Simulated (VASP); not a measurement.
Here is a VASP 6.6.1 calculation.

INCAR

```
PREC = Accurate
ENCUT = 450
EDIFF = 1E-5
ISMEAR = 0
SIGMA = 0.03
LREAL = Auto
LASPH = T
NELM = 120
ALGO = Normal
ISIF = 2
LWAVE = F
LCHARG = F
ISPIN = 2
MAGMOM = 2 0 0 0 0 0 0 0 0 0 0 0 0 0 0 0 0 0 0 0 0 0 0 0 0 0 0 0 0 0 0 0
LORBIT = 11
NUPDOWN = 2
LMAXMIX = 4
GGA = PS
NBANDS = 95
ISYM = 0
```

KPOINTS

```
regular mesh
0
Gamma
  3 3 2
```

POSCAR

```
Al15VN16                                
1.0
    6.2200008610      0.0000000000      0.0000000000
   -3.1100004305      5.3866787572      0.0000000000
    0.0000000000      0.0000000000      9.9600000000
  V               Al              N             
     1    15    16
Direct
     0.3339462031077833    0.1655845013366759    0.9967892864897081
     0.3329239994009887    0.1657477354820598    0.5006059976140617
     0.3331508591606504    0.6652072282347187    0.0012982336416985
     0.3337774338613263    0.6661574907524325    0.5002379399980950
     0.8339234230711378    0.1660947177653672    0.0013978145440340
     0.8324324194218385    0.1649850767525464    0.5004239977306171
     0.8343743607512842    0.6653028966716575    0.0012541177990506
     0.8325001105746448    0.6663011282337102    0.5004754417024805
     0.1665261355715225    0.3331420111836482    0.2522798592248666
     0.1647807686140959    0.3332514679127595    0.7486060177402787
     0.1666806719049509    0.8322655929790678    0.2522008986760891
     0.1650561066956219    0.8293191115516136    0.7483876802762978
     0.6674307482396713    0.3332014391258417    0.2521983097672650
     0.6690186132108622    0.3334918269781594    0.7484877350897750
     0.6670068543233434    0.8328569792182173    0.2503797118346553
     0.6661729748161009    0.8319980309158865    0.7508054668304641
     0.3335059111756788    0.1662318520209453    0.1991011090067683
     0.3328719353650405    0.1654116124126560    0.6931816221841979
     0.3332121356368496    0.6659244672032708    0.1919887535555219
     0.3343686030023052    0.6659123400995770    0.6902242412670399
     0.8337712652254317    0.1665716844513847    0.1920134867379347
     0.8320814273538387    0.1637822210065691    0.6903815966821883
     0.8339599774465508    0.6659868727634657    0.1919822747665406
     0.8322046625523606    0.6662914761800673    0.6904007791629162
     0.1658948375400347    0.3327614906381005    0.4429606085765306
     0.1603648423477533    0.3386697299963282    0.9382192696282809
     0.1658662490300261    0.8317819033282070    0.4429062357929371
     0.1606630880723585    0.8189495208317733    0.9379533017036469
     0.6670092706056584    0.3329382119839704    0.4429461841513594
     0.6805666995138786    0.3389524915935007    0.9380404322448845
     0.6663640332552218    0.8325358379562084    0.4406513554896014
     0.6671703791511848    0.8321300524396040    0.9423392400902381
```

Potentials or basis: VASP PAW PBE potentials, release 64 (V_sv, Al, N).

The run is started by

```bash
$ cat potpaw_PBE.64/V_sv/POTCAR potpaw_PBE.64/Al/POTCAR potpaw_PBE.64/N/POTCAR > POTCAR
$ mpirun -np 1 vasp_std > vasp.out
```

Problem. Estimate the largest force.

Solution. 0.458 eV/Å.

Forces in eV/Å, atoms in the order of the input:
```
V   -0.009 -0.001 -0.108
Al   0.002  0.006  0.005
Al   0.068  0.041  0.096
Al   0.005  0.003  0.000
Al   0.005 -0.075  0.084
Al   0.012 -0.006 -0.019
Al  -0.087  0.047  0.093
Al   0.005 -0.002 -0.026
Al  -0.005 -0.002 -0.067
Al   0.056 -0.020 -0.024
Al  -0.002 -0.010 -0.062
Al   0.000  0.059 -0.014
Al   0.012 -0.006 -0.058
Al  -0.043 -0.028 -0.020
Al  -0.005 -0.007 -0.013
Al   0.005  0.003  0.010
N    0.008 -0.006 -0.351
N    0.013  0.000  0.002
N   -0.004 -0.004  0.004
N    0.005  0.013  0.026
N   -0.006  0.001  0.005
N   -0.003  0.005  0.013
N    0.000 -0.009 -0.008
N    0.003 -0.004  0.011
N    0.008 -0.003  0.002
N    0.360 -0.204  0.128
N    0.014  0.005  0.013
N   -0.011  0.426  0.140
N   -0.004 -0.007  0.008
N   -0.381 -0.215  0.135
N   -0.002 -0.001  0.026
N   -0.016  0.001 -0.032
```

Caveat: the k mesh is coarse (spacing up to 0.39 Å⁻¹), so the values aren't converged; the PAW data sets were made with another functional, which shifts forces and pressure a little; the total moment is fixed, so each spin has its own Fermi level.
